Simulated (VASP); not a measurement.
All values below come from PBEsol GGA, VASP's PBE PAW potentials (set 64) (plane waves; VASP).

VASP ran on this input.

File POSCAR:
```
TiP
1
    4.1872539602     0.0000000000     0.0000000000
   -2.0936269801     3.6262682807     0.0000000000
    0.0000000000     0.0000000000     4.8129806597
Ti P
2 2
Direct
  0.3333330000   0.6666670000   0.9374936299
  0.6666670000   0.3333330000   0.4374936299
  0.3333330000   0.6666670000   0.4375063701
  0.6666670000   0.3333330000   0.9375063701
```

**INCAR**
```
! general
SYSTEM  = TiP
PREC    = Accurate
ENCUT   = 400   ! plane-wave cut-off (eV)
LREAL   = .False.
LASPH   = .True.   ! aspherical one-centre terms

! electronic loop
EDIFF   = 1E-7
NELM    = 100   ! most electronic steps
ALGO    = Normal   ! blocked Davidson
LMAXMIX = 4   ! l cut-off of mixed one-centre charges

! smearing
ISMEAR  = -5   ! tetrahedra, Bloechl

! functional
GGA     = PS   ! PBEsol

! ions
ISIF    = 2

! output
LWAVE   = .False.
LCHARG  = .True.
LORBIT  = 11   ! lm-projected
NEDOS   = 601

! other
LEFG    = .True.
```

**KPOINTS**
```
Automatic mesh
0
Gamma
10 10 7
0 0 0
```

POTCAR, in this order: Ti_sv P (PBE.64 set). Program: vasp_std.

**Question.** What does the run give for the energy per atom (σ→0), band gap (on the k-mesh)?

**Answer.** 
```
Quantity                                                    Result
------------------------  ----------------------------------------
energy per atom (σ→0)                               -7.978 eV/atom
band gap (on the k-mesh)  none (metal, semimetal or under 0.01 eV)
```

### OSZICAR
```
...
DAV:   9    -0.319103962339E+02    0.27312E-02   -0.52748E-02  3215   0.202E+00    0.341E-01
DAV:  10    -0.319111118764E+02   -0.71564E-03   -0.23533E-03  2870   0.474E-01    0.787E-02
DAV:  11    -0.319111207471E+02   -0.88708E-05   -0.18493E-04  3566   0.101E-01    0.213E-02
DAV:  12    -0.319111185641E+02    0.21831E-05   -0.21741E-05  3367   0.375E-02    0.580E-03
DAV:  13    -0.319111191501E+02   -0.58607E-06   -0.15259E-06  3108   0.114E-02    0.157E-03
DAV:  14    -0.319111195754E+02   -0.42532E-06   -0.15054E-07  2142   0.343E-03    0.351E-04
DAV:  15    -0.319111195600E+02    0.15390E-07   -0.28637E-08  1881   0.134E-03
   1 F= -.31911120E+02 E0= -.31911120E+02  d E =0.000000E+00
```

The structure was generated: TiP was put into the wurtzite type (P6_3mc), which need not be its known phase. It was relaxed first, which changed the volume by -38 %. The relaxed cell has space group P6_3/mmc.
